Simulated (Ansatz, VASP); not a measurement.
# Ru (Ru strained to the junction's net): VASP beside Ansatz

Wanted: the spread between two codes on one cell, functional and k mesh. The structure shown is the end of the Ansatz relaxation below.

Method: plane waves, with VASP 6.6.1 beside it; single point at PBE, in Ansatz 0.2.0.

### 1. The starting structure

The structure is hexagonal, space group P6_3/mmc (No. 194). Conventional cell: a = 2.710 Å, b = 2.710 Å, c = 4.306 Å, α = 90.00°, β = 90.00°, γ = 120.00°. Nearest to Ru lie 12 Ru at 2.66 to 2.71 Å.

### 2. Ansatz: relaxation, PBE

Ansatz runs on its default PAW (the set named soft_2) files.

This run makes the geometry at which the two programs are then compared.

Contents of input.yaml:

```yaml
crystal:
  lattice:
    - [2.71, 0.0, 0.0]
    - [-1.355, 2.3469288443, 0.0]
    - [0.0, 0.0, 4.3010404412]
  atoms:
    - { symbol: Ru, position: [0.0, 0.0, 0.0] }
    - { symbol: Ru, position: [0.3333333333, 0.6666666667, 0.5] }
kpoints:
  mp_grid: { grid: [18, 18, 7] }
scf:
  occupations: { method: fermi_dirac, width: 0.1 }
  max_iter: 150
hamiltonian:
  xc: pbe
relax:
  f_tol: 0.01
  max_steps: 40
  cell: { fix: [a, b, angles] }
```

The run is started by

```
$ ansatz run input.yaml --threads 4 --pin off --max-ram 10240MiB --backend cpu --events-out ev --progress --plain --runs-dir out
```

Numbers of over 12 decimals in the logs are rounded to 6 here.

The program printed:

```text
Engine: ansatz 0.2.0, aarch64-unknown-linux-gnu
Pseudopotentials: kind: paw
Pseudopotential: Ru, paw, valence charge 16, recommended cutoff 420 eV (normal), Ru.paw.azcp
Functional definition: PBE
  parameter kappa = 0.804
  parameter beta = 0.066725
  exchange = pbe_x(kappa = kappa, mu = beta*pi^2/3)
  correlation = pbe_c(beta = beta)
Crystal: 2 atoms, lattice volume = 27.355 Å³
Basis set: ecut = 420 eV, 537 PW (Γ), exchange–correlation on 40×40×60 points (8 copies of the dense FFT grid, shifted against one another)
Bands: 20, of which v1, the nominal top of the filled ones, is band 16 counted from 1 (15 counted from 0)
Symmetry: 24 space group operations
Space group: P63/mmc (ITA 194), of the structure as read, at distance tolerance 3.0e-5 Å
k-points: 148 of 2268
Non-local potential: Ru, projectors of the file, l = 0: 3, l = 1: 2, l = 2: 2, l = 3: 1
PAW form: soft (Blöchl's): semilocal exchange-correlation on the pseudo side does not see the compensation charge
PAW one-centre angular grid: Ru, 590 points (default); XC on 64 Gauss nodes
Initial density: superposition of atomic densities (neutral atoms: chi_scale 0, normalization atom), corrected by the library's trained network
Initial wavefunctions: pseudopotential atomic-orbital guess
Functional: x = pbe(κ = 0.804, μ = 0.219515), c = pbe(β = 0.066725)
SCF iter   1: F=—  HF=-11757.397726 eV  |F-HF|=—  |Δ(HF+E_count)|=         —  Δρ=6.44e-3  dr2=2.21e-3  ethr=1.77e-3  ⟨swp⟩=5.0  Hψ=11429  notcnv=0
preconditioner: auto → none  [metal: Δε(μ)=0.046 eV  Ē_g=5.777 eV  σ=0.100 eV  W_gap=0.11  n_scr=8 (ndim 8)  ℏωp=28.4 eV  f_vac=0.000  D(μ)=1.73/eV (n_scr^D=22)  sad-step TF]
SCF iter   2: F=—  HF=-11757.400317 eV  |F-HF|=—  |Δ(HF+E_count)|=   2.59e-3  Δρ=3.80e-3  dr2=8.04e-4  ethr=6.91e-6  ⟨swp⟩=2.0  Hψ=6467  notcnv=0
SCF iter   3: F=—  HF=-11757.401412 eV  |F-HF|=—  |Δ(HF+E_count)|=   1.09e-3  Δρ=2.53e-4  dr2=2.86e-6  ethr=2.51e-6  ⟨swp⟩=2.0  Hψ=4073  notcnv=0
SCF iter   4: F=—  HF=-11757.401450 eV  |F-HF|=—  |Δ(HF+E_count)|=   3.81e-5  Δρ=1.00e-4  dr2=4.91e-7  ethr=8.93e-9  ⟨swp⟩=2.0  Hψ=5355  notcnv=0
SCF iter   5: F=—  HF=-11757.401451 eV  |F-HF|=—  |Δ(HF+E_count)|=   8.10e-7  Δρ=2.55e-5  dr2=1.29e-7  ethr=1.54e-9  ⟨swp⟩=2.0  Hψ=5343  notcnv=0
SCF iter   6: F=-11757.401451 eV  HF=-11757.401451 eV  |F-HF|=8.51e-10  |Δ(HF+E_count)|=   4.37e-8  Δρ=3.39e-6  dr2=2.13e-9  ethr=3.13e-10  ⟨swp⟩=4.0  Hψ=9577  notcnv=0
SCF 1 converged in 6 iterations: F = -11757.401451 eV  dr2 = 2.13e-9
  greatest PAW one-centre occupation: 0.998 electrons in one spin orbital (limit 2), on the Ru atom at site 1 (counted from 0), in its partial waves of l = 0
relax step   1: F+E_penalty+E_count = -11757.40145110 eV  Δ(F+E_penalty+E_count) = +0.000e0 eV  max|allowed force component| = 9.252e-18 eV/Å  Δτ_max = 0.0000 Å  P = +2.198 GPa  Ω = 27.355 Å³  fix = [a, b, alpha, beta, gamma]  reactions: a +2.896, b +2.896 GPa  (6 SCF iters, dr2 threshold 1.00e-7 eV, accepted)
[...]
relax step   2: F+E_penalty+E_count = -11757.40145506 eV  Δ(F+E_penalty+E_count) = -3.952e-6 eV  max|allowed force component| = 6.708e-17 eV/Å  Δτ_max = 0.0000 Å  P = +1.457 GPa  Ω = 27.417 Å³  energy of the carried Pulay correction = -2.877e-5 eV  fix = [a, b, alpha, beta, gamma]  reactions: a +2.500, b +2.500 GPa  (6 SCF iters, dr2 threshold 2.00e-7 eV, accepted)
[...]
relax step   3: F+E_penalty+E_count = -11757.40152099 eV  Δ(F+E_penalty+E_count) = -6.593e-5 eV  max|allowed force component| = 4.626e-17 eV/Å  Δτ_max = 0.0000 Å  P = +1.781 GPa  Ω = 27.390 Å³  energy of the carried Pulay correction = -1.614e-5 eV  fix = [a, b, alpha, beta, gamma]  reactions: a +2.673, b +2.673 GPa  (6 SCF iters, dr2 threshold 2.00e-7 eV, accepted)
[...]
relax step   4: F+E_penalty+E_count = -11757.40153685 eV  Δ(F+E_penalty+E_count) = -1.586e-5 eV  max|allowed force component| = 5.551e-17 eV/Å  Δτ_max = 0.0000 Å  P = +1.780 GPa  Ω = 27.390 Å³  fix = [a, b, alpha, beta, gamma]  reactions: a +2.672, b +2.672 GPa  stress off target by 4.46e-3 GPa on what of the cell is left free  SCF on the basis re-selected at this cell (its energy is not comparable with the rows above)  (8 SCF iters)
basis re-selected at this cell: Δ(F+E_penalty+E_count) = -1.586e-5 eV, ΔP = -0.001 GPa vs the last step (what re-selecting the basis moved, of the pressure what is left beyond the Pulay correction that the steps carried, after the strain that the cell walked since its last selection, with what the two solves' SCF thresholds leave and, on support functions, any second-order correction that the steps lacked; it is no m [...]
SCF converged after 8 iterations
Free energy (F): -11757.401537 eV
Harris-Foulkes:  -11757.401537 eV  (|F-HF|=1.82e-12)
Internal energy: -11757.344706 eV  (E = F + TS)
E sigma→0 (E₀):  -11757.373122 eV
Entropy (-TS):   -0.056831 eV (-28.415 meV/atom)
Fermi energy:    23.287237 eV
--- Per-component energies (eV) ---
  E_band       = -113.147444
  E_kinetic    = 1028.130110
  E_local      = -2533.222420  (includes V_loc(G=0)·N_el)
  E_nonlocal   = 685.872066
  E_hartree    = 813.874049
  E_xc         = -381.164941
  E_vxc        = -478.551838  (∫ρ·V_xc dr)
  E_paw        = -6921.332383  (= ΣΔE_a)
  E_vpaw       = -443.123075  (= ΣTr[D̂ρ^β])
  E_aug_tail   = -0.000384  (compensation charges beyond the density's cutoff)
  E_ewald      = -4449.500803
  E_smearing   = -0.056831  (= −TS)
  E_closure    = -0.000000  (closes the sum)
  Σ components = -11757.401537   (vs F -11757.401537, Δ=0.00e0)
--- Forces (eV/Å), atoms counted from 1 ---
  atom   1  Ru     0.00000000     0.00000000    -0.00000000
  atom   2  Ru    -0.00000000    -0.00000000     0.00000000
  max |Σ_I F_I| component: 1.85e-17 eV/Å
--- Stress (GPa, compression-positive) ---
        2.671904       0.000000       0.000000
        0.000000       2.671904      -0.000000
        0.000000      -0.000000      -0.004455
  P = ⅓ Tr σ = 1.7798 GPa (17.798 kbar)
--- Band table (eV; the first three rows and the last of 148) ---
  k-point 0: bands = [... 12 lower, 20.8464, 21.3780, 21.3780, 21.9343, 21.9343, 24.4453, 24.4453, 24.5078]
  k-point 1: bands = [... 12 lower, 20.7390, 21.2522, 21.2522, 22.2225, 22.2225, 23.7866, 24.4502, 24.4502]
  k-point 2: bands = [... 12 lower, 20.4960, 20.9635, 20.9635, 22.2974, 22.8381, 22.8381, 24.3683, 24.3683]
  k-point 147: bands = [... 12 lower, 20.5794, 20.5794, 21.9904, 22.3352, 24.4893, 24.4893, 31.5636, 31.5636]
--- Relaxed structure (3 steps of the walk, 3 accepted, 1 SCFs on fresh bases) ---
  F+E_penalty+E_count = -11757.40153685 eV   max|allowed force component| = 5.551e-17 eV/Å   (the final SCF, on the basis selected at the relaxed cell)
  cell:  # Å, volume = 27.3899 Å³
    - [2.710000, 0, 0]
    - [-1.355000, 2.346929, 0]
    - [0, 0, 4.306475]
  atoms:
    - { symbol: Ru, position: [9.251858539620026e-18, -5.0885221963063406e-17, 0] }
    - { symbol: Ru, position: [0.333333, 0.666667, 0.5] }
```

### 3. VASP: single point, PBE

The same cell, functional, mesh and smearing now go to VASP, with its own data sets.

Lines of VASP's logs that name or quote its potential files are left out, and so is its time.

Contents of INCAR:

```
SYSTEM = Ru
PREC = Accurate
ENCUT = 500
EDIFF = 1E-06
NELM = 120
ISMEAR = -1
SIGMA = 0.1
LREAL = .FALSE.
ALGO = Normal
GGA = PE
NBANDS = 20
LASPH = .TRUE.
LORBIT = 11
LWAVE = .FALSE.
LCHARG = .FALSE.
ISIF = 2
GGA_COMPAT = .FALSE.
```

Contents of POSCAR:

```
Ru
1.0
    2.7100000000      0.0000000000      0.0000000000
   -1.3550000000      2.3469288443      0.0000000000
    0.0000000000      0.0000000000      4.3064753548
Ru
2
Direct
    0.0000000000      0.0000000000      0.0000000000
    0.3333333333      0.6666666667      0.5000000000
```

Contents of KPOINTS:

```
Automatic mesh
0
Gamma
18 18 7
0 0 0
```

The projector-augmented-wave data sets are Ru_pv (PBE family, release 64).

The run is started by

```
$ mpirun -np 1 vasp_std
```

The program printed:

```text
[banner, memory and clock lines left out]
running    1 mpi-ranks, on    1 nodes
 distrk:  each k-point on    1 cores,    1 groups
 distr:  one band on    1 cores,    1 groups

 POSCAR found type information on POSCAR Ru
 POSCAR found :  1 types and       2 ions
 LDA part: xc-table for (Slater+PW92), standard interpolation
 POSCAR, INCAR and KPOINTS ok, starting setup
 FFT: planning ... GRIDC
 FFT: planning ... GRID_SOFT
 FFT: planning ... GRID
 WAVECAR not read
 entering main loop
       N       E                     dE             d eps       ncg     rms          rms(c)
DAV:   1     0.281705854906E+03    0.28171E+03   -0.16705E+04  5920   0.148E+03
DAV:   2    -0.137953969111E+02   -0.29550E+03   -0.28766E+03  6096   0.452E+02
DAV:   3    -0.197962730378E+02   -0.60009E+01   -0.59578E+01  6808   0.719E+01
DAV:   4    -0.198450354411E+02   -0.48762E-01   -0.48721E-01  7320   0.629E+00
DAV:   5    -0.198460465469E+02   -0.10111E-02   -0.10098E-02  6932   0.743E-01    0.174E+01
DAV:   6    -0.185765773288E+02    0.12695E+01   -0.29661E+00  6680   0.174E+01    0.461E+00
DAV:   7    -0.184995981771E+02    0.76979E-01   -0.39626E-01  6860   0.494E+00    0.107E+00
DAV:   8    -0.184933460122E+02    0.62522E-02   -0.23549E-02  6572   0.107E+00    0.284E-01
DAV:   9    -0.184929689419E+02    0.37707E-03   -0.14809E-03  6796   0.419E-01    0.335E-02
DAV:  10    -0.184929706692E+02   -0.17273E-05   -0.12756E-04  6664   0.117E-01    0.297E-02
DAV:  11    -0.184929657333E+02    0.49359E-05   -0.16515E-05  6784   0.386E-02    0.116E-03
DAV:  12    -0.184929656414E+02    0.91893E-07   -0.13760E-07  4088   0.364E-03
   1 F= -.18492966E+02 E0= -.18464523E+02  d E =-.568846E-01
```

OUTCAR, selected parts (step 3):

```text
ion  position               nearest neighbor table
   1  0.000  0.000  0.000-   2 2.66   2 2.66   2 2.66   2 2.66   2 2.66   2 2.66
   2  0.333  0.667  0.500-   1 2.66   1 2.66   1 2.66   1 2.66   1 2.66   1 2.66

  LATTYP: Found a hexagonal cell.
 ALAT       =     2.7100000000
 C/A-ratio  =     1.5891052970

 Subroutine GETGRP returns: Found 24 space group operations
 (whereof 12 operations were pure point group operations)

The static configuration has the point symmetry D_3h.
 The point group associated with its full space group is D_6h.

 Found    148 irreducible k-points:

   k-points           NKPTS =    148   k-points in BZ     NKDIM =    148   number of bands    NBANDS=     20

   dimension x,y,z NGX =    20 NGY =   20 NGZ =   32
   dimension x,y,z NGXF=    40 NGYF=   40 NGZF=   64

   ENCUT  =  500.0 eV  36.75 Ry    6.06 a.u.   4.94  4.94  7.85*2*pi/ulx,y,z

   NELECT =      28.0000    total number of electrons

 k-points in reciprocal lattice and weights: Automatic mesh
   0.00000000  0.00000000  0.00000000       0.000
   0.05555556  0.00000000  0.00000000       0.003
   0.11111111  0.00000000  0.00000000       0.003
   0.16666667  0.00000000  0.00000000       0.003
   0.22222222  0.00000000  0.00000000       0.003
   0.27777778  0.00000000  0.00000000       0.003
   0.33333333  0.00000000  0.00000000       0.003
   0.38888889  0.00000000  0.00000000       0.003
   0.44444444  0.00000000  0.00000000       0.003
[...]
0.33333333  0.27777778  0.42857143       0.011
   0.33333333  0.33333333  0.42857143       0.002

 average (electrostatic) potential at core
       1 -67.3567       2 -67.3567

 E-fermi :  12.6951

 k-point     1 :       0.0000    0.0000    0.0000
  band No.  band energies     occupation
    ...
     11      10.2574      2.00000
     12      10.7889      2.00000
     13      10.7889      2.00000
     14      11.3441      2.00000
     15      11.3441      2.00000
     16      13.8509      0.00002
     17      13.8509      0.00002
     18      13.9190      0.00001
     19      22.8243      0.00000
     20      23.1240      0.00000

 k-point     2 :       0.0556    0.0000    0.0000
  band No.  band energies     occupation
    ...
     12      10.7378      2.00000
     13      10.8740      2.00000
     14      11.2324      2.00000
     15      11.2735      2.00000
     16      12.7854      0.57684
     17      13.8943      0.00001
     18      15.1367      0.00000
     19      22.8079      0.00000
     20      23.1180      0.00000

 k-point     3 :       0.1111    0.0000    0.0000
  band No.  band energies     occupation
    ...
     12      10.8083      2.00000
     13      10.8146      2.00000
     14      11.0851      2.00000
     15      11.1245      2.00000
     16      11.9918      1.99824
     17      14.0043      0.00000
     18      16.4756      0.00000
     19      22.7558      0.00000
     20      23.1195      0.00000

  Total        0.4442987      0.4442987     -0.0104131      0.0000000      0.0000000     -0.0000000
  in kB       25.9892926     25.9892926     -0.6091151      0.0000000      0.0000000     -0.0000000
  external PRESSURE =      17.1231567 kB  Pullay stress =       0.0000000 kB

  energy-cutoff  :      500.00
  volume of cell :       27.39
      direct lattice vectors                 reciprocal lattice vectors
     2.710000000  0.000000000  0.000000000     0.369003690  0.213044380  0.000000000
    -1.355000000  2.346928844  0.000000000     0.000000000  0.426088760  0.000000000
     0.000000000  0.000000000  4.306475355     0.000000000  0.000000000  0.232208458

 POSITION                                       TOTAL-FORCE (eV/Angst)
 -----------------------------------------------------------------------------------
      0.00000      0.00000      0.00000        -0.000000      0.000000      0.000000
     -0.00000      1.56462      2.15324         0.000000      0.000000      0.000000
 -----------------------------------------------------------------------------------
    total drift:                                0.000000     -0.000000     -0.000000

  FREE ENERGIE OF THE ION-ELECTRON SYSTEM (eV)
  ---------------------------------------------------
  free  energy   TOTEN  =       -18.4929656414 eV

  energy  without entropy=      -18.4360810698  energy(sigma->0) =      -18.46452336

 total charge
# of ion       s       p       d       tot
------------------------------------------
    1        0.402   6.307   5.942  12.652
    2        0.402   6.307   5.942  12.652
--------------------------------------------------
tot          0.805  12.614  11.885  25.303

[... 3 further parts left out ...]
```

The run ends at a pressure of 1.71 GPa.

### 4. Comparison

Known differences besides the potentials themselves: the data sets hold 32 valence electrons in Ansatz (on its default PAW (the set named soft_2) files) and 28 in VASP; the cutoff is 420 eV in Ansatz and 500 eV in VASP; Ansatz's pressure holds a Pulay correction, VASP's none. Total energies have different zeros and are not compared.

Both answers:

| quantity | Ansatz | VASP | difference |
| --- | --- | --- | --- |
| pressure (GPa) | 1.78 | 1.71 | +0.07 |

### 5. Outcome

```yaml
difference_in_pressure_single_point_pbe: 0.067 GPa
```

What this shows: The difference in pressure is 0.067 GPa (single point, PBE), within the 1 GPa picked in this series as the mark of a large difference. The data sets hold unlike numbers of valence electrons (32 in Ansatz and 28 in VASP), so part of the differences comes from the potentials. Such differences can come from data sets, numerical settings and the points named under the comparisons, not from the functional's error against experiment.

[Lines on the potential files, build, host, timing and source positions are cut from VASP's logs without a mark.]

[Logs are printed without paths, hosts, clocks, repeated set-up lines and the standing remarks that a program may print on its own settings, such as how far it seeks lower states.]

[Hosts, paths, dates, database ids (printed as entryN), source tags and the programs' standing remarks are cut or masked in the printed files.]
